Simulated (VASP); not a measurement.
Calculation: revTPSS meta-GGA, VASP's PBE PAW potentials (set 64) (plane waves; VASP).

VASP input:

**KPOINTS**
```
Automatic mesh
0
Gamma
11 11 11
0 0 0
```

INCAR:
```
SYSTEM = BP
PREC = Accurate
ENCUT = 520
EDIFF = 1E-7
NELM = 100
ALGO = Normal
LREAL = .FALSE.
LASPH = .TRUE.
ISMEAR = -5
METAGGA = RTPSS
LMIXTAU = .TRUE.
LWAVE = .FALSE.
LCHARG = .FALSE.
LORBIT = 11
NEDOS = 601
ISIF = 2
```

KPOINTS_OPT:
```
k-points along high-symmetry lines
10
Line-mode
Reciprocal
  0.000000   0.000000   0.000000 ! GAMMA
 -0.500000  -0.500000   0.000000 ! X

 -0.500000  -0.500000   0.000000 ! X
 -0.375000  -0.375000   0.250000 ! U

 -0.375000   0.000000   0.375000 ! K
  0.000000   0.000000   0.000000 ! GAMMA

  0.000000   0.000000   0.000000 ! GAMMA
 -0.000000  -0.000000   0.500000 ! L

 -0.000000  -0.000000   0.500000 ! L
 -0.500000  -0.250000   0.250000 ! W

 -0.500000  -0.250000   0.250000 ! W
 -0.500000  -0.500000   0.000000 ! X
```

File POSCAR:
```
BP
1
    0.0000000000     2.2653518395     2.2653518395
    2.2653518395     0.0000000000     2.2653518395
    2.2653518395     2.2653518395     0.0000000000
B P
1 1
Direct
  0.0000000000   0.0000000000   0.0000000000
  0.2500000000   0.2500000000   0.2500000000
```

POTCAR, in this order: B P (PBE.64 set). Program: vasp_std.

### Question
Estimate the energy per atom (σ→0), band gap (over mesh and band path).

### Answer

| Property | Result |
|---|---|
| energy per atom (σ→0) | -7.581 eV/atom |
| band gap (over mesh and band path) | 1.14 eV |

File OSZICAR:
```
...
DAV:  17    -0.151620807930E+02   -0.36978E-05   -0.13142E-05  1000   0.283E-02    0.907E-03
DAV:  18    -0.151620825109E+02   -0.17178E-05   -0.10243E-06   928   0.149E-02    0.295E-03
DAV:  19    -0.151620821891E+02    0.32176E-06   -0.14232E-07   992   0.506E-03    0.685E-04
DAV:  20    -0.151620823475E+02   -0.15840E-06   -0.70287E-08   448   0.401E-03    0.340E-04
DAV:  21    -0.151620823217E+02    0.25811E-07   -0.56288E-09   448   0.128E-03
   1 F= -.15162082E+02 E0= -.15162082E+02  d E =0.000000E+00
       N       E                     dE             ncg
       N       E                     dE             ncg
```

The compound is BP in the zinc blende structure. It was relaxed first.
